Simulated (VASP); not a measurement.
The system is SiO2.

```
Si O
1.0
     5.07464    0.00000    0.00000
     0.00000    5.07464    0.00000
     0.00000    0.00000    7.08526
Si O
4 8
Direct
  0.70486 0.70486 0.50000
  0.79514 0.20486 0.75000
  0.20486 0.79514 0.25000
  0.29514 0.29514 0.00000
  0.90444 0.75918 0.32494
  0.09556 0.24082 0.82494
  0.75918 0.90444 0.67506
  0.25918 0.59556 0.07494
  0.24082 0.09556 0.17506
  0.40444 0.74082 0.42506
  0.59556 0.25918 0.92506
  0.74082 0.40444 0.57494
```

The cell is a database's computed one.

Program: VASP 6.6.1. Alike in all runs: task band structure; no spin polarisation; cell as given; cutoff (eV) 450; smearing gaussian 0.02 eV. Hardware: 8 MPI ranks on AMD EPYC 9R45 (Zen 5), with other jobs on the host.

Question: Order these runs on this cell by their wall time, lowest first.
A. level r2SCAN; potentials or basis VASP PAW PBE potentials, release 64 (Si, O); k mesh 8 × 8 × 6
B. level HSE06; potentials or basis VASP PAW PBE potentials, release 64 (Si, O); k mesh 6 × 6 × 4; grid for exact exchange (PRECFOCK) Fast; screening parameter 0.2 1/A
C. level LDA; potentials or basis VASP PAW LDA potentials, release 64 (Si, O); k mesh 8 × 8 × 6

Answer: C (82 s), A (330 s), B (11000 s).

Runs at the PBE level aren't shown here.
